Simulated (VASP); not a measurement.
Calculation: r2SCAN meta-GGA, VASP's PBE PAW potentials (set 64) (plane waves; VASP 6.6.1).

A VASP calculation is set up with these files.

**KPOINTS**
```
Automatic mesh
0
gamma
  5 5 4
```

File POSCAR:
```
BaAlSiH
1
    4.3198125249     0.0000000000     0.0000000000
   -2.1599062625     3.7410671034     0.0000000000
   -0.0000000000    -0.0000000000     5.0546131859
Ba Al Si H
1 1 1 1
Direct
  0.0000000000   0.0000000000   0.0023723990
  0.6666670000   0.3333330000   0.4714505965
  0.3333330000   0.6666670000   0.5416358338
  0.6666670000   0.3333330000   0.1274511707
```

INCAR:
```
! general
SYSTEM  = BaAlSiH
PREC    = Accurate
ENCUT   = 400
LREAL   = .FALSE.   ! projection in real space or not
LASPH   = .TRUE.   ! aspherical one-centre terms

! electronic loop
EDIFF   = 1E-6
NELM    = 100   ! most electronic steps
ALGO    = Normal   ! blocked Davidson
LMAXMIX = 4
LMIXTAU = .TRUE.

! smearing
ISMEAR  = 0   ! Gaussian
SIGMA   = 0.05

! functional
METAGGA = R2SCAN

! ions
IBRION  = 2   ! conjugate gradients
NSW     = 60   ! most ionic steps
ISIF    = 3
EDIFFG  = -0.02   ! ionic stop

! output
LWAVE   = .FALSE.
LCHARG  = .FALSE.
```

POTCAR, in this order: Ba_sv Al Si H (PBE.64 set). Program: vasp_std.

Output of the run:

OUTCAR:
```
 ion  position               nearest neighbor table
   1  0.000  0.000  0.002-   4 2.57   4 2.57   4 2.57   3 3.41   3 3.41   3 3.41   2 3.44   2 3.44
                             2 3.44   2 3.66   2 3.66   2 3.66   3 3.69   3 3.69   3 3.69
   2  0.667  0.333  0.471-   4 1.74   3 2.52   3 2.52   3 2.52   1 3.44   1 3.44   1 3.44   1 3.66
                             1 3.66   1 3.66
   3  0.333  0.667  0.542-   2 2.52   2 2.52   2 2.52   1 3.41   1 3.41   1 3.41   1 3.69   1 3.69
                             1 3.69
   4  0.667  0.333  0.127-   2 1.74   1 2.57   1 2.57   1 2.57
  LATTYP: Found a hexagonal cell.
 ALAT       =     4.3198125249
 C/A-ratio  =     1.1701001274
 Subroutine PRICEL returns:
 Original cell was already a primitive cell.
 Subroutine GETGRP returns: Found  6 space group operations
The static configuration has the point symmetry C_3v.
The dynamic configuration has the point symmetry C_3v.
 Subroutine INISYM returns: Found  6 space group operations
 Subroutine IBZKPT returns following result:
 Found     17 irreducible k-points:

 Following reciprocal coordinates:
            Coordinates               Weight
  0.000000  0.000000  0.000000      1.000000
  0.200000 -0.000000  0.000000      6.000000
  0.400000 -0.000000  0.000000      6.000000
  0.200000  0.200000  0.000000      6.000000
  0.400000  0.200000  0.000000      6.000000
  0.000000  0.000000  0.250000      2.000000
  0.200000 -0.000000  0.250000      6.000000
  0.000000  0.200000  0.250000      6.000000
  0.400000 -0.000000  0.250000      6.000000
  0.000000  0.400000  0.250000      6.000000
  0.200000  0.200000  0.250000     12.000000
  0.400000  0.200000  0.250000     12.000000
  0.000000  0.000000  0.500000      1.000000
  0.200000 -0.000000  0.500000      6.000000
  0.400000 -0.000000  0.500000      6.000000
  0.200000  0.200000  0.500000      6.000000
  0.400000  0.200000  0.500000      6.000000
   k-points           NKPTS =     17   k-points in BZ     NKDIM =     17   number of bands    NBANDS=     13
   number of dos      NEDOS =    301   number of ions     NIONS =      4
   total plane-waves  NPLWV =  28224
   dimension x,y,z NGX =    28 NGY =   28 NGZ =   36
   dimension x,y,z NGXF=    56 NGYF=   56 NGZF=   72
   ions per type =               1   1   1   1
   PREC   = accura    normal or accurate (medium, high low for compatibility)
   ISTART =      0    job   : 0-new  1-cont  2-samecut
   ICHARG =      2    charge: 1-file 2-atom 10-const
   ISPIN  =      1    spin polarized calculation?
   LNONCOLLINEAR =      F non collinear calculations
   LSORBIT =      F    spin-orbit coupling
   INIWAV =      1    electr: 0-lowe 1-rand  2-diag
   ENCUT  =  400.0 eV  29.40 Ry    5.42 a.u.   7.04  7.04  8.24*2*pi/ulx,y,z
   NELM   =    100;   NELMIN=  2; NELMDL= -5     # of ELM steps
   EDIFF  = 0.1E-05   stopping-criterion for ELM
   LREAL  =      F    real-space projection
   NLSPLINE    = F    spline interpolate recip. space projectors
   LMAXMIX     =    4 max onsite mixed and CHGCAR
   VOSKOWN=      0    Vosko Wilk Nusair interpolation
   EDIFFG = -.2E-01   stopping-criterion for IOM
   NSW    =     60    number of steps for IOM
   NBLOCK =      1;   KBLOCK =     60    inner block; outer block
   IBRION =      2    ionic relax: 0-MD 1-quasi-New 2-CG
   NFREE  =      1    steps in history (QN), initial steepest desc. (CG)
   ISIF   =      3    stress and relaxation
   ISYM   =      2    0-nonsym 1-usesym 2-fastsym
   TEIN   =    0.0    initial temperature
   TEBEG  =    0.0;   TEEND  =   0.0 temperature during run
   SMASS  =  -3.00    Nose mass-parameter (am)
   PSTRESS=    0.0 pullay stress
   NELECT =      18.0000    total number of electrons
   EFERMI =   0.00;   METHOD = LEGACY
   ISMEAR =     0;   SIGMA  =   0.05  broadening in eV -4-tet -1-fermi 0-gaus
   IALGO  =     38    algorithm
   LDIAG  =      T    sub-space diagonalisation (order eigenvalues)
...
```

File OSZICAR:
```
...
DAV:  10    -0.473790846007E+02    0.30076E-01   -0.62690E-02   477   0.210E+00    0.320E-01
DAV:  11    -0.474157783562E+02   -0.36694E-01   -0.16849E-02   522   0.116E+00    0.704E-02
DAV:  12    -0.474344590957E+02   -0.18681E-01   -0.10223E-02   482   0.107E+00    0.653E-02
DAV:  13    -0.474336853490E+02    0.77375E-03   -0.98332E-04   687   0.257E-01    0.336E-02
DAV:  14    -0.474345975496E+02   -0.91220E-03   -0.38324E-04   482   0.190E-01    0.125E-02
DAV:  15    -0.474346698023E+02   -0.72253E-04   -0.10254E-04   593   0.106E-01    0.526E-03
DAV:  16    -0.474346838469E+02   -0.14045E-04   -0.41242E-05   462   0.698E-02    0.397E-03
DAV:  17    -0.474346925502E+02   -0.87032E-05   -0.72550E-06   512   0.236E-02    0.225E-03
DAV:  18    -0.474346949048E+02   -0.23546E-05   -0.20919E-06   374   0.125E-02    0.118E-03
DAV:  19    -0.474346941235E+02    0.78122E-06   -0.21458E-07   246   0.408E-03
   1 F= -.47434694E+02 E0= -.47434694E+02  d E =-.474347E+02
       N       E                     dE             d eps       ncg     rms          rms(c)
DAV:   1    -0.474960377107E+02   -0.61343E-01   -0.20151E+00   452   0.108E+01    0.115E+00
DAV:   2    -0.474667607764E+02    0.29277E-01   -0.93137E-02   542   0.259E+00    0.612E-01
DAV:   3    -0.474515909963E+02    0.15170E-01   -0.50808E-02   543   0.186E+00    0.115E-01
DAV:   4    -0.474565687760E+02   -0.49778E-02   -0.83597E-03   502   0.809E-01    0.974E-02
DAV:   5    -0.474565809547E+02   -0.12179E-04   -0.64707E-04   577   0.198E-01    0.921E-02
DAV:   6    -0.474567302785E+02   -0.14932E-03   -0.13067E-04   658   0.861E-02    0.402E-02
DAV:   7    -0.474567399342E+02   -0.96556E-05   -0.89259E-05   522   0.888E-02    0.760E-03
DAV:   8    -0.474567693710E+02   -0.29437E-04   -0.66295E-05   512   0.751E-02    0.668E-03
DAV:   9    -0.474567762183E+02   -0.68473E-05   -0.90662E-06   477   0.318E-02    0.209E-03
DAV:  10    -0.474567734442E+02    0.27741E-05   -0.21613E-06   414   0.150E-02    0.973E-04
DAV:  11    -0.474567758290E+02   -0.23848E-05   -0.89786E-07   291   0.961E-03    0.517E-04
DAV:  12    -0.474567755329E+02    0.29619E-06   -0.55402E-08   266   0.207E-03
   2 F= -.47456776E+02 E0= -.47456776E+02  d E =-.220814E-01
       N       E                     dE             d eps       ncg     rms          rms(c)
DAV:   1    -0.474591321747E+02   -0.23563E-02   -0.87166E-02   452   0.224E+00    0.239E-01
DAV:   2    -0.474578112634E+02    0.13209E-02   -0.38602E-03   532   0.534E-01    0.126E-01
DAV:   3    -0.474571737028E+02    0.63756E-03   -0.21575E-03   543   0.381E-01    0.241E-02
DAV:   4    -0.474573698536E+02   -0.19615E-03   -0.34806E-04   497   0.165E-01    0.201E-02
DAV:   5    -0.474573694718E+02    0.38185E-06   -0.28510E-05   567   0.412E-02    0.191E-02
DAV:   6    -0.474573712523E+02   -0.17805E-05   -0.57506E-06   567   0.179E-02    0.725E-03
DAV:   7    -0.474573701810E+02    0.10713E-05   -0.34612E-06   517   0.174E-02    0.167E-03
DAV:   8    -0.474573697582E+02    0.42271E-06   -0.25257E-06   455   0.148E-02
   3 F= -.47457370E+02 E0= -.47457370E+02  d E =-.226756E-01
       N       E                     dE             d eps       ncg     rms          rms(c)
DAV:   1    -0.474676498653E+02   -0.10280E-01   -0.39555E-01   472   0.449E+00    0.284E-01
DAV:   2    -0.474655664813E+02    0.20834E-02   -0.72807E-03   582   0.634E-01    0.171E-01
DAV:   3    -0.474655352054E+02    0.31276E-04   -0.51647E-03   517   0.609E-01    0.427E-02
DAV:   4    -0.474658372335E+02   -0.30203E-03   -0.78697E-04   502   0.272E-01    0.259E-02
DAV:   5    -0.474658607426E+02   -0.23509E-04   -0.34030E-04   487   0.172E-01    0.144E-02
DAV:   6    -0.474658671829E+02   -0.64403E-05   -0.11211E-04   477   0.945E-02    0.548E-03
DAV:   7    -0.474658747411E+02   -0.75582E-05   -0.98888E-06   547   0.303E-02    0.224E-03
DAV:   8    -0.474658710583E+02    0.36828E-05   -0.33793E-06   537   0.173E-02    0.178E-03
DAV:   9    -0.474658734183E+02   -0.23600E-05   -0.13330E-06   336   0.114E-02    0.338E-04
DAV:  10    -0.474658729174E+02    0.50088E-06   -0.11712E-07   266   0.382E-03
   4 F= -.47465873E+02 E0= -.47465873E+02  d E =-.850316E-02
       N       E                     dE             d eps       ncg     rms          rms(c)
DAV:   1    -0.474717623205E+02   -0.58889E-02   -0.48472E-01   492   0.497E+00    0.314E-01
DAV:   2    -0.474691952435E+02    0.25671E-02   -0.89189E-03   567   0.703E-01    0.190E-01
DAV:   3    -0.474691424798E+02    0.52764E-04   -0.63233E-03   532   0.673E-01    0.474E-02
DAV:   4    -0.474695101820E+02   -0.36770E-03   -0.97441E-04   512   0.302E-01    0.286E-02
DAV:   5    -0.474695386107E+02   -0.28429E-04   -0.42561E-04   482   0.192E-01    0.161E-02
DAV:   6    -0.474695489005E+02   -0.10290E-04   -0.14129E-04   477   0.106E-01    0.634E-03
DAV:   7    -0.474695570385E+02   -0.81380E-05   -0.12763E-05   532   0.342E-02    0.247E-03
DAV:   8    -0.474695525594E+02    0.44792E-05   -0.46356E-06   527   0.204E-02    0.197E-03
DAV:   9    -0.474695555028E+02   -0.29435E-05   -0.17095E-06   347   0.128E-02    0.369E-04
DAV:  10    -0.474695548971E+02    0.60577E-06   -0.14442E-07   251   0.424E-03
   5 F= -.47469555E+02 E0= -.47469555E+02  d E =-.121851E-01
       N       E                     dE             d eps       ncg     rms          rms(c)
DAV:   1    -0.474695946709E+02   -0.39168E-04   -0.36974E-03   492   0.435E-01    0.274E-02
DAV:   2    -0.474695755068E+02    0.19164E-04   -0.68047E-05   577   0.617E-02    0.166E-02
DAV:   3    -0.474695783858E+02   -0.28789E-05   -0.48715E-05   512   0.594E-02    0.412E-03
DAV:   4    -0.474695793206E+02   -0.93482E-06   -0.78355E-06   522   0.271E-02
   6 F= -.47469579E+02 E0= -.47469579E+02  d E =-.122096E-01
       N       E                     dE             d eps       ncg     rms          rms(c)
DAV:   1    -0.474697268270E+02   -0.14844E-03   -0.40156E-02   442   0.132E+00    0.539E-02
DAV:   2    -0.474700436077E+02   -0.31678E-03   -0.13171E-03   577   0.283E-01    0.270E-02
DAV:   3    -0.474700682163E+02   -0.24609E-04   -0.14543E-04   542   0.107E-01    0.126E-02
DAV:   4    -0.474700805175E+02   -0.12301E-04   -0.33251E-05   557   0.524E-02    0.585E-03
DAV:   5    -0.474700815765E+02   -0.10590E-05   -0.96930E-06   532   0.278E-02    0.221E-03
DAV:   6    -0.474700817871E+02   -0.21059E-06   -0.40934E-06   492   0.196E-02
   7 F= -.47470082E+02 E0= -.47470082E+02  d E =-.502467E-03
       N       E                     dE             d eps       ncg     rms          rms(c)
DAV:   1    -0.474690739133E+02    0.10077E-02   -0.15520E-01   442   0.259E+00    0.106E-01
DAV:   2    -0.474703104963E+02   -0.12366E-02   -0.50865E-03   577   0.555E-01    0.530E-02
DAV:   3    -0.474704051380E+02   -0.94642E-04   -0.55275E-04   542   0.208E-01    0.247E-02
DAV:   4    -0.474704522637E+02   -0.47126E-04   -0.12395E-04   557   0.101E-01    0.112E-02
DAV:   5    -0.474704587644E+02   -0.65007E-05   -0.33165E-05   537   0.518E-02    0.441E-03
DAV:   6    -0.474704611633E+02   -0.23989E-05   -0.13670E-05   482   0.366E-02    0.264E-03
DAV:   7    -0.474704644392E+02   -0.32759E-05   -0.29698E-06   482   0.172E-02    0.918E-04
DAV:   8    -0.474704645585E+02   -0.11936E-06   -0.50000E-07   266   0.731E-03
   8 F= -.47470465E+02 E0= -.47470465E+02  d E =-.885238E-03
       N       E                     dE             d eps       ncg     rms          rms(c)
DAV:   1    -0.474705059008E+02   -0.41462E-04   -0.25766E-02   442   0.114E+00    0.617E-02
DAV:   2    -0.474705743761E+02   -0.68475E-04   -0.69087E-04   572   0.205E-01    0.343E-02
DAV:   3    -0.474705541082E+02    0.20268E-04   -0.15897E-04   497   0.107E-01    0.835E-03
DAV:   4    -0.474705720025E+02   -0.17894E-04   -0.42127E-05   487   0.590E-02    0.466E-03
DAV:   5    -0.474705727442E+02   -0.74174E-06   -0.61699E-06   537   0.230E-02
   9 F= -.47470573E+02 E0= -.47470573E+02  d E =-.108186E-03
```

OUTCAR:
```
------------------------ aborting loop because EDIFF is reached ----------------------------------------
  FORCE on cell =-STRESS in cart. coord.  units (eV):
  Direction    XX          YY          ZZ          XY          YZ          ZX
  --------------------------------------------------------------------------------------
  Total       -0.0185060     -0.0185060      0.0056232      0.0000000      0.0000000     -0.0000000
  in kB       -0.3479854     -0.3479853      0.1057384      0.0000000      0.0000000     -0.0000000
  external PRESSURE =      -0.1967441 kB  Pullay stress =       0.0000000 kB
  volume of cell :       85.20
      direct lattice vectors                 reciprocal lattice vectors
     4.325418480 -0.000000000  0.000000000     0.231191503  0.133478487 -0.000000000
    -2.162709240  3.745922002 -0.000000000     0.000000000  0.266956973  0.000000000
     0.000000000 -0.000000000  5.258656816    -0.000000000  0.000000000  0.190162628
 POSITION                                       TOTAL-FORCE (eV/Angst)
 -----------------------------------------------------------------------------------
     -2.16271      3.74592      0.00649         0.000000     -0.000000      0.003338
      2.16271      1.24864      2.43982        -0.000000     -0.000000      0.003619
     -0.00000      2.49728      2.84648         0.000000      0.000000      0.001041
      2.16271      1.24864      0.71738        -0.000000      0.000000     -0.007998
 -----------------------------------------------------------------------------------
    total drift:                                0.000050     -0.000030     -0.006325
  FREE ENERGIE OF THE ION-ELECTRON SYSTEM (eV)
  ---------------------------------------------------
  free  energy   TOTEN  =       -47.4705727442 eV

  energy  without entropy=      -47.4705727442  energy(sigma->0) =      -47.47057274

 reached required accuracy - stopping structural energy minimisation
```
(Selected blocks of OUTCAR.)

**CONTCAR**
```
BaAlSiH
   1.00000000000000
     4.3254184796842861   -0.0000000000000527    0.0000000000000000
    -2.1627092398922532    3.7459220017739656   -0.0000000000000000
     0.0000000000000000   -0.0000000000000000    5.2586568163916025
  Ba              Al              Si              H
     1     1     1     1
Direct
     0.0000000000000000    1.0000000000000000    0.0012347161671166
     0.6666669999999968    0.3333330000000032    0.4639629934701180
     0.3333330000000032    0.6666669999999968    0.5412939931102305
     0.6666669999999968    0.3333330000000032    0.1364182972525352
```

Energy and stress use the plane-wave basis of the starting cell.

The structure comes from a computed database's BaAlSiH entry (P3m1); how it stands against other phases isn't given here. This run relaxes it. Symmetry was kept, so distortions that lower it aren't found. The start is the result of an earlier pass.
